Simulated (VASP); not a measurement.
Method: PBE GGA, VASP's PBE PAW potentials (set 64) (plane waves; VASP).

The input files of a VASP run:

### KPOINTS
```
Automatic mesh
0
Gamma
15 15 8
0 0 0
```

File POSCAR:
```
Cd
1.0
  1.4215854704  -2.4622622438   0.0000000000
  1.4215854704   2.4622622438   0.0000000000
  0.0000000000   0.0000000000   4.8351557017
Cd
2
Cartesian
  1.4215854704   0.8207557228   1.2087889254
  1.4215854704  -0.8207557228   3.6263667763
```

### INCAR
```
SYSTEM = Cd
PREC = Accurate
ENCUT = 500
EDIFF = 1E-6
NELM = 100
ALGO = Normal
LREAL = .FALSE.
LASPH = .TRUE.
ISMEAR = 1
SIGMA = 0.1
GGA = PE
LMAXMIX = 4
LWAVE = .FALSE.
LCHARG = .FALSE.
IBRION = 2
ISIF = 3
NSW = 40
EDIFFG = -0.02
PSTRESS = 300
```

POTCAR, in this order: Cd (PBE.64 set). Program: vasp_std.

Output

**OUTCAR**
```
 ion  position               nearest neighbor table
   1  0.333  0.667  0.250-   2 2.92   2 2.92   2 2.92   2 2.92   2 2.92   2 2.92
   2  0.667  0.333  0.750-   1 2.92   1 2.92   1 2.92   1 2.92   1 2.92   1 2.92
  LATTYP: Found a hexagonal cell.
 ALAT       =     2.8431743891
 C/A-ratio  =     1.7006187592
 Subroutine PRICEL returns:
 Original cell was already a primitive cell.
 Subroutine GETGRP returns: Found 24 space group operations
The static configuration has the point symmetry D_3d.
 The point group associated with its full space group is D_6h.
The dynamic configuration has the point symmetry D_3d.
 Subroutine INISYM returns: Found 24 space group operations
 Subroutine IBZKPT returns following result:
 Found    135 irreducible k-points:

 Following reciprocal coordinates:
            Coordinates               Weight
  0.000000  0.000000  0.000000      1.000000
  0.066667 -0.000000  0.000000      6.000000
  0.133333 -0.000000  0.000000      6.000000
  0.200000 -0.000000  0.000000      6.000000
  0.266667 -0.000000  0.000000      6.000000
  0.333333 -0.000000  0.000000      6.000000
  0.400000 -0.000000  0.000000      6.000000
  0.466667  0.000000  0.000000      6.000000
  0.066667  0.066667  0.000000      6.000000
  0.133333  0.066667  0.000000     12.000000
  0.200000  0.066667  0.000000     12.000000
  0.266667  0.066667  0.000000     12.000000
  0.333333  0.066667  0.000000     12.000000
  0.400000  0.066667  0.000000     12.000000
  0.466667  0.066667  0.000000      6.000000
  0.133333  0.133333  0.000000      6.000000
  0.200000  0.133333  0.000000     12.000000
  0.266667  0.133333  0.000000     12.000000
  0.333333  0.133333  0.000000     12.000000
  0.400000  0.133333  0.000000     12.000000
  0.200000  0.200000  0.000000      6.000000
  0.266667  0.200000  0.000000     12.000000
...
```

OSZICAR:
```
       N       E                     dE             d eps       ncg     rms          rms(c)
DAV:   1     0.171009698089E+03    0.17101E+03   -0.13658E+04  4320   0.154E+03
DAV:   2     0.213739331765E+01   -0.16887E+03   -0.16571E+03  4392   0.385E+02
DAV:   3    -0.869026994237E+00   -0.30064E+01   -0.30023E+01  5376   0.620E+01
DAV:   4    -0.872194056793E+00   -0.31671E-02   -0.31670E-02  5064   0.173E+00
DAV:   5    -0.872201942766E+00   -0.78860E-05   -0.78865E-05  5304   0.853E-02    0.895E+00
DAV:   6    -0.710938319988E+00    0.16126E+00   -0.38208E-01  4632   0.905E+00    0.623E+00
DAV:   7    -0.694641844963E+00    0.16296E-01   -0.67679E-02  5512   0.327E+00    0.174E+00
DAV:   8    -0.692808130364E+00    0.18337E-02   -0.10034E-02  4728   0.150E+00    0.122E-01
DAV:   9    -0.692825787943E+00   -0.17658E-04   -0.37807E-05  5440   0.632E-02    0.620E-02
DAV:  10    -0.692859592483E+00   -0.33805E-04   -0.23459E-05  4912   0.565E-02    0.154E-02
DAV:  11    -0.692858462995E+00    0.11295E-05   -0.98050E-07  3384   0.144E-02    0.302E-03
DAV:  12    -0.692858209459E+00    0.25354E-06   -0.28323E-08  2664   0.162E-03
   1 F= 0.56452320E+01 E0= 0.56450998E+01  d E =0.564523E+01
       N       E                     dE             d eps       ncg     rms          rms(c)
DAV:   1    -0.731385933537E+00   -0.38527E-01   -0.19991E+00  4536   0.132E+01    0.105E+00
DAV:   2    -0.704524806357E+00    0.26861E-01   -0.18021E-02  4528   0.207E+00    0.587E-01
DAV:   3    -0.691616368595E+00    0.12908E-01   -0.20152E-02  4656   0.161E+00    0.181E-01
DAV:   4    -0.691795569907E+00   -0.17920E-03   -0.20318E-03  4832   0.643E-01    0.102E-01
DAV:   5    -0.691788823402E+00    0.67465E-05   -0.35322E-05  5008   0.934E-02    0.357E-02
DAV:   6    -0.691787375483E+00    0.14479E-05   -0.88559E-06  4896   0.432E-02    0.594E-03
DAV:   7    -0.691787489676E+00   -0.11419E-06   -0.31448E-07  2416   0.742E-03
   2 F= 0.56381647E+01 E0= 0.56380915E+01  d E =-.706724E-02
       N       E                     dE             d eps       ncg     rms          rms(c)
DAV:   1    -0.721857094803E+00   -0.30070E-01   -0.19176E+00  4584   0.130E+01    0.103E+00
DAV:   2    -0.696304504390E+00    0.25553E-01   -0.17103E-02  4520   0.205E+00    0.578E-01
DAV:   3    -0.684001623669E+00    0.12303E-01   -0.18652E-02  4672   0.158E+00    0.177E-01
DAV:   4    -0.684167419481E+00   -0.16580E-03   -0.19476E-03  4760   0.624E-01    0.986E-02
DAV:   5    -0.684162185637E+00    0.52338E-05   -0.30496E-05  5000   0.874E-02    0.310E-02
DAV:   6    -0.684161205584E+00    0.98005E-06   -0.77510E-06  4808   0.411E-02
   3 F= 0.56365127E+01 E0= 0.56368533E+01  d E =-.871924E-02
       N       E                     dE             d eps       ncg     rms          rms(c)
DAV:   1    -0.685919201411E+00   -0.17570E-02   -0.24340E-01  4536   0.463E+00    0.365E-01
DAV:   2    -0.682706611059E+00    0.32126E-02   -0.21974E-03  4544   0.753E-01    0.207E-01
DAV:   3    -0.681165600714E+00    0.15410E-02   -0.23061E-03  4648   0.557E-01    0.636E-02
DAV:   4    -0.681186007175E+00   -0.20406E-04   -0.24853E-04  4832   0.220E-01    0.350E-02
DAV:   5    -0.681185330299E+00    0.67688E-06   -0.39566E-06  4736   0.312E-02
   4 F= 0.56358761E+01 E0= 0.56360568E+01  d E =-.935585E-02
       N       E                     dE             d eps       ncg     rms          rms(c)
DAV:   1    -0.692155257683E+00   -0.10969E-01   -0.97761E-01  4552   0.930E+00    0.734E-01
DAV:   2    -0.679382556736E+00    0.12773E-01   -0.86274E-03  4552   0.150E+00    0.412E-01
DAV:   3    -0.673232629551E+00    0.61499E-02   -0.89185E-03  4656   0.112E+00    0.126E-01
DAV:   4    -0.673308135515E+00   -0.75506E-04   -0.98470E-04  4792   0.437E-01    0.693E-02
DAV:   5    -0.673305272489E+00    0.28630E-05   -0.14930E-05  4944   0.612E-02    0.198E-02
DAV:   6    -0.673304944454E+00    0.32804E-06   -0.40041E-06  4536   0.302E-02
   5 F= 0.56360269E+01 E0= 0.56359743E+01  d E =-.920503E-02
       N       E                     dE             d eps       ncg     rms          rms(c)
DAV:   1    -0.685415615598E+00   -0.12110E-01   -0.35208E-01  4520   0.558E+00    0.444E-01
DAV:   2    -0.680754159157E+00    0.46615E-02   -0.32935E-03  4560   0.930E-01    0.248E-01
DAV:   3    -0.678543625452E+00    0.22105E-02   -0.31400E-03  4672   0.652E-01    0.767E-02
DAV:   4    -0.678560358490E+00   -0.16733E-04   -0.35059E-04  4816   0.251E-01    0.429E-02
DAV:   5    -0.678559584494E+00    0.77400E-06   -0.48325E-06  4840   0.344E-02
   6 F= 0.56354837E+01 E0= 0.56354924E+01  d E =-.974825E-02
```

File OUTCAR:
```
------------------------ aborting loop because EDIFF is reached ----------------------------------------
  FORCE on cell =-STRESS in cart. coord.  units (eV):
  Direction    XX          YY          ZZ          XY          YZ          ZX
  --------------------------------------------------------------------------------------
  Total        6.3522110      6.3522482      6.3008208      0.0000000      0.0000000      0.0000000
  in kB      301.8134649    301.8152344    299.3717597      0.0000000      0.0000000      0.0000000
  external PRESSURE =       1.0001530 kB  Pullay stress =     300.0000000 kB
  volume of cell :       33.72
      direct lattice vectors                 reciprocal lattice vectors
     1.442321987 -2.498182285  0.000000000     0.346663231 -0.200145523  0.000000000
     1.442321987  2.498182285 -0.000000000     0.346663231  0.200145523  0.000000000
     0.000000000  0.000000000  4.679296227     0.000000000  0.000000000  0.213707351
 POSITION                                       TOTAL-FORCE (eV/Angst)
 -----------------------------------------------------------------------------------
      1.44232      0.83273      1.16982        -0.000000      0.000000     -0.000000
      1.44232     -0.83273      3.50947         0.000000     -0.000000      0.000000
 -----------------------------------------------------------------------------------
    total drift:                               -0.000014      0.000155      0.000003
  FREE ENERGIE OF THE ION-ELECTRON SYSTEM (eV)
  ---------------------------------------------------
  free  energy   TOTEN  =        -0.6785595845 eV

  energy  without entropy=       -0.6785334944  energy(sigma->0) =       -0.67855089
  enthalpy is  TOTEN    =         5.6354837145 eV   P V=        6.3140432990

 reached required accuracy - stopping structural energy minimisation
```
(Selected blocks of OUTCAR.)

File CONTCAR:
```
Cd
   1.00000000000000
     1.4423219867245607   -2.4981822851685447    0.0000000000000000
     1.4423219867245607    2.4981822851685447   -0.0000000000000000
     0.0000000000000000    0.0000000000000000    4.6792962266820437
  Cd
     2
Direct
     0.3333330000000032    0.6666669999999968    0.2500000000000000
     0.6666669999999968    0.3333330000000032    0.7500000000000000
```

The compound is Cd in the hcp structure. This run relaxes it under an external pressure of 30 GPa. Symmetry was kept, so distortions that lower it aren't found.
